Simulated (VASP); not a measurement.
# NaLaMnMoO6 under changes of volume

One of the cells (15.193 Å³/atom); the others are scaled copies at fixed shape and fractional positions:

```
CELL_PARAMETERS angstrom
5.14318 -0.00673 0.01063
-0.24104 5.72693 0.00708
-0.93514 -2.84413 5.15274
ATOMIC_POSITIONS crystal
Na 0.40776 0.38086 0.07519
La 0.03690 0.66325 0.68598
Mn 0.44271 0.04268 0.40638
Mo 0.90251 0.96387 0.30442
O 0.73627 0.69569 0.99417
O 0.72288 0.91846 0.55299
O 0.70112 0.27368 0.37292
O 0.19224 0.75325 0.36660
O 0.17926 0.03365 0.11672
O 0.20034 0.27462 0.63197
```

The cell was built by a generator and needn't be a form met in nature.

| Property | Result |
| --- | --- |
| Program | VASP 6.6.1 |
| Functional | PBE |
| Potentials or basis | VASP PAW PBE potentials, release 64 (Na_pv, La, Mn_pv, Mo_sv, O) |
| Cutoff | 520 eV |
| k mesh | 6 × 6 × 5 |
| Occupations | fermi-dirac, width 0.05 eV |
| Spin | collinear spin, ferromagnetic start |
| Starting moments | [0.0, 0.0, 4.0, 1.0, 0.0, 0.0, 0.0, 0.0, 0.0, 0.0] μB |

```csv
volume (Å³/atom),energy over the lowest point (meV/atom),pressure (GPa),gap on the mesh (eV),largest force (eV/Å)
14.002,26.33,10.0,0.93,1.622
14.299,10.82,6.4,0.90,1.072
14.597,1.69,3.1,0.87,0.562
15.193,0.00,-2.4,0.81,0.350
15.491,6.32,-4.7,0.79,0.757
15.789,?,?,?,?
```

**Question.** What does the run at 15.789 Å³/atom give?

**Answer.** Energy over the lowest point 16.77 meV/atom; pressure -6.8 GPa; gap on the mesh 0.76 eV; largest force 1.135 eV/Å.

Worked out: A Birch-Murnaghan fit of order 3 (a polynomial in V^(-2/3)) to the other rows has its minimum at 14.94 Å³/atom with B0 = V·E''(V) = 136 GPa and B' = 4.6 at fixed shape and positions, which overstates the stiffness. It gives 16.74 meV/atom at 15.789 Å³/atom, against the run's 16.77, and -dE/dV = -6.6 GPa, against -6.8. A straight line through the other rows of the gap, of slope -1.41 eV per unit of ln V, extrapolates to 0.76 eV, against the run's 0.76.

Energies are extrapolated to zero smearing.

Caveats: spin-orbit coupling is left out, which moves the levels of the heavy elements; an odd mesh through Γ misses points on the zone boundary, where band edges often lie; a cell with one magnetic atom can't hold antiferromagnetic order, which such compounds often take; forces of over 1 eV/Å show positions far from the minimum, so gaps and moduli don't describe the material at rest (some runs).
